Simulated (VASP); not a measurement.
A convergence study with VASP on GaSb (zinc blende): one setting is varied, all else stays as given below, so the limit is that of these other settings.

```
GaSb
1.0
    0.00000     3.05000     3.05000
    3.05000     0.00000     3.05000
    3.05000     3.05000     0.00000
Ga Sb
1 1
Direct
  0.00000   0.00000   0.00000
  0.25000   0.25000   0.25000
```

All values below come from PBE GGA, VASP's PBE PAW potentials (set 64) (plane waves; VASP 6.6.1). The tightest run used: 550 eV cut-off, 12×12×12 Γ-centred mesh, Gaussian smearing of 0.010 eV, potentials Ga_d Sb.

Problem. The settings run are 4×4×4 mesh; 6×6×6 mesh; 8×8×8 mesh; 10×10×10 mesh; 12×12×12 mesh. From which on does the highest Γ mode stay within 1 cm⁻¹ of the tightest run?

Solution. From 6×6×6 mesh on: it is off by 0.7 there and by no more than 1 in any finer run, while 4×4×4 mesh is off by 2.6.
```json
[
 {"setting": "4×4×4 mesh", "highest Γ mode (cm⁻¹)": "230.0", "irreducible k-points": "8", "difference judged (cm⁻¹)": "2.6"},
 {"setting": "6×6×6 mesh", "highest Γ mode (cm⁻¹)": "228.1", "irreducible k-points": "16", "difference judged (cm⁻¹)": "0.7"},
 {"setting": "8×8×8 mesh", "highest Γ mode (cm⁻¹)": "227.6", "irreducible k-points": "29", "difference judged (cm⁻¹)": "0.3"},
 {"setting": "10×10×10 mesh", "highest Γ mode (cm⁻¹)": "227.4", "irreducible k-points": "47", "difference judged (cm⁻¹)": "0.1"},
 {"setting": "12×12×12 mesh", "highest Γ mode (cm⁻¹)": "227.3", "irreducible k-points": "72", "difference judged (cm⁻¹)": "0.0"}
]
```

Left out are rungs that failed or repeat a setting and relaxations that didn't move; long series are thinned to 24 rows.

The compound is GaSb in the zinc blende structure. The cell was not relaxed at this level.
